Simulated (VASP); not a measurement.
Here is the system:

```
CELL_PARAMETERS angstrom
      0.00000     2.43804     2.43804
      2.43804     0.00000     2.43804
      2.43804     2.43804     0.00000
ATOMIC_POSITIONS crystal
  Pb 0.00000 0.00000 0.00000
```

All values below come from PBE GGA, VASP's PBE PAW potentials (set 64) (plane waves; VASP). Run with 480 eV cut-off, 12×12×12 Γ-centred mesh, first-order Methfessel-Paxton smearing of 0.10 eV, potentials Pb_d.

Problem. Give the stress tensor in GPa (positive for a compressed cell).

Solution. 
```
5.11  0.00  0.00
0.00  5.11  0.00
0.00  0.00  5.11
```
The pressure is its mean diagonal, 5.11 GPa.

The compound is Pb in the fcc structure. This cell was strained or had an atom moved on purpose.
